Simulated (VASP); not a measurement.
Output of a VASP run:

### OSZICAR
```
       N       E                     dE             d eps       ncg     rms          rms(c)
DAV:   1     0.251668819102E+03    0.25167E+03   -0.13603E+04  3848   0.186E+03
DAV:   2     0.163051218541E+02   -0.23536E+03   -0.23400E+03  3992   0.489E+02
DAV:   3    -0.109166406939E+02   -0.27222E+02   -0.27013E+02  7560   0.136E+02
DAV:   4    -0.120576819735E+02   -0.11410E+01   -0.11409E+01  3968   0.292E+01
DAV:   5    -0.121227757088E+02   -0.65094E-01   -0.65093E-01  6352   0.477E+00    0.119E+01
DAV:   6    -0.100628354547E+02    0.20599E+01   -0.78618E+00  4520   0.325E+01    0.296E+00
DAV:   7    -0.100490454581E+02    0.13790E-01   -0.76695E-01  5776   0.738E+00    0.198E+00
DAV:   8    -0.100728603374E+02   -0.23815E-01   -0.20096E-01  4424   0.613E+00    0.684E-01
DAV:   9    -0.100643229352E+02    0.85374E-02   -0.47359E-02  4600   0.255E+00    0.543E-02
DAV:  10    -0.100645638182E+02   -0.24088E-03   -0.23919E-03  6104   0.398E-01    0.796E-02
DAV:  11    -0.100645892348E+02   -0.25417E-04   -0.14665E-04  4672   0.123E-01    0.274E-02
DAV:  12    -0.100645770731E+02    0.12162E-04   -0.31980E-05  4776   0.497E-02    0.159E-03
DAV:  13    -0.100645791227E+02   -0.20495E-05   -0.59720E-07  4312   0.795E-03    0.127E-03
DAV:  14    -0.100645799957E+02   -0.87307E-06   -0.18810E-07  3328   0.344E-03    0.338E-04
DAV:  15    -0.100645799853E+02    0.10432E-07   -0.28663E-08  2480   0.190E-03
   1 F= -.10064580E+02 E0= -.10065370E+02  d E =-.100646E+02
       N       E                     dE             d eps       ncg     rms          rms(c)
DAV:   1    -0.100647456512E+02   -0.16566E-03   -0.89939E-03  4040   0.137E+00    0.890E-02
DAV:   2    -0.100646505289E+02    0.95122E-04   -0.52580E-04  3888   0.288E-01    0.464E-02
DAV:   3    -0.100646077926E+02    0.42736E-04   -0.15610E-04  5664   0.131E-01    0.538E-03
DAV:   4    -0.100646078885E+02   -0.95856E-07   -0.12945E-05  4552   0.526E-02    0.266E-03
DAV:   5    -0.100646079993E+02   -0.11077E-06   -0.49365E-07  4656   0.788E-03    0.378E-04
DAV:   6    -0.100646080135E+02   -0.14270E-07   -0.26036E-08  2216   0.219E-03
   2 F= -.10064608E+02 E0= -.10065396E+02  d E =-.280283E-04
```

**OUTCAR**
```
------------------------ aborting loop because EDIFF is reached ----------------------------------------
  FORCE on cell =-STRESS in cart. coord.  units (eV):
  Direction    XX          YY          ZZ          XY          YZ          ZX
  --------------------------------------------------------------------------------------
  Total       -0.7151427     -0.7151428     -0.7347006     -0.0000000     -0.0000000     -0.0000000
  in kB      -32.8521831    -32.8521845    -33.7506313     -0.0000000     -0.0000000     -0.0000000
  external PRESSURE =     -33.1516663 kB  Pullay stress =       0.0000000 kB
  volume of cell :       34.88
      direct lattice vectors                 reciprocal lattice vectors
     1.470396466 -2.546801442 -0.000000000     0.340044343 -0.196324689  0.000000000
     1.470396466  2.546801442 -0.000000000     0.340044343  0.196324689  0.000000000
    -0.000000000  0.000000000  4.656713772     0.000000000  0.000000000  0.214743712
 POSITION                                       TOTAL-FORCE (eV/Angst)
 -----------------------------------------------------------------------------------
      1.47040      0.84894      1.16418         0.000000     -0.000000      0.000000
      1.47040     -0.84894      3.49254        -0.000000      0.000000      0.000000
 -----------------------------------------------------------------------------------
    total drift:                                0.000183      0.001060     -0.000018
  FREE ENERGIE OF THE ION-ELECTRON SYSTEM (eV)
  ---------------------------------------------------
  free  energy   TOTEN  =       -10.0646080135 eV

  energy  without entropy=      -10.0669731523  energy(sigma->0) =      -10.06539639

 reached required accuracy - stopping structural energy minimisation
```
(Selected blocks of OUTCAR.)

POSCAR:
```
Ti
1
    1.4698097806    -2.5457852746     0.0000000000
    1.4698097806     2.5457852746     0.0000000000
    0.0000000000     0.0000000000     4.6604320350
Ti
2
Direct
  0.3333330000   0.6666670000   0.2500000000
  0.6666670000   0.3333330000   0.7500000000
```

Task: Write an INCAR and KPOINTS that could have produced this output.

Result: One answer among several that fit: the input of the run itself, optB86b-vdW, plane waves, VASP's PBE PAW potentials (set 64).

File KPOINTS:
```
Automatic mesh
0
Gamma
  14 14 8
```

INCAR:
```
SYSTEM = Ti
PREC = Accurate; ENCUT = 520; LREAL = .FALSE.
LASPH = .TRUE.
EDIFF = 1E-7; NELM = 100; ALGO = Normal
LMAXMIX = 4
ISMEAR = 1; SIGMA = 0.1
GGA = MK; LUSE_VDW = .TRUE.; AGGAC = 0.0
PARAM1 = 0.1234; PARAM2 = 1.0
IBRION = 2; NSW = 30; ISIF = 4
EDIFFG = -0.01
LWAVE = .FALSE.; LCHARG = .FALSE.
```

POTCAR, in this order: Ti_sv (PBE.64 set). Program: vasp_std.

The compound is Ti in the hcp structure. This cell is one point of a volume scan, at 1.03 of the reference volume. Symmetry was kept, so distortions that lower it aren't found.
